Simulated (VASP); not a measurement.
A run of VASP 6.6.1:

Contents of INCAR:

```
SYSTEM = W
ALGO = Normal ; EDIFF = 1E-7
ENCUT = 520 ; GGA = PE
ISIF = 2 ; ISMEAR = 1
LASPH = .TRUE. ; LCHARG = .FALSE.
LREAL = .FALSE. ; LWAVE = .FALSE.
NELM = 100 ; PREC = Accurate
SIGMA = 0.2
```

Contents of KPOINTS:

```
k-points
0
G
  18 18 18
  0 0 0
```

The input POSCAR:

```
W                                       
1.0
   -1.6238862673      1.6238862673      1.6238862673
    1.6238862673     -1.6238862673      1.6238862673
    1.6238862673      1.6238862673     -1.6238862673
  W             
     1
Direct
     0.0000000000000000    0.0000000000000000    0.0000000000000000
```

Potentials or basis: VASP PAW PBE potentials, release 64 (W_sv).

Command:

```sh
$ cat potpaw_PBE.64/W_sv/POTCAR > POTCAR
$ mpirun -np 1 vasp_std > vasp.out
```

Hardware: 1 thread of AMD EPYC 9R45 96-Core Processor (Zen 5), on a shared host.

Q: How long does it take, and how much memory?

A: Wall time 20 s on 1 thread of AMD EPYC 9R45 96-Core Processor (Zen 5) (shared host), peak memory 0.14 GiB. Counts: scf iterations 13, k points 195.
